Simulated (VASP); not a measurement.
CuI:

```
Cu I
1.0
     0.00000    3.01203    3.01203
     3.01203    0.00000    3.01203
     3.01203    3.01203    0.00000
Cu I
1 1
Direct
  0.00000 0.00000 0.00000
  0.25000 0.25000 0.25000
```

The cell was built by a generator and needn't be a form met in nature.

Base run:

```yaml
Program: VASP 6.6.1
Functional: PBE
Potentials_or_basis: VASP PAW PBE potentials, release 64 (Cu, I)
Cutoff: 520 eV
k_mesh: 6 × 6 × 6
Occupations: gaussian, width 0.01 eV
Spin: no spin polarisation
```

Its results: band gap on the k mesh 1.19 eV, direct; pressure 1.1 GPa.

Question: The run is repeated on the same cell with these changes: functional from PBE to HSE06; k mesh from 6 × 6 × 6 to 4 × 4 × 4. What comes out?

Answer: Band gap on the k mesh 2.63 eV, direct; pressure 1.5 GPa.

Several settings changed at once, so the effect can't be laid on one alone.

Caveats: some runs use coarse meshes; spin-orbit coupling is left out, which moves the levels of the heavy elements; the PAW data sets were made with another functional, which shifts forces and pressure a little (some runs).

A k mesh can miss the band edges.

Not every run made on this cell is shown here.
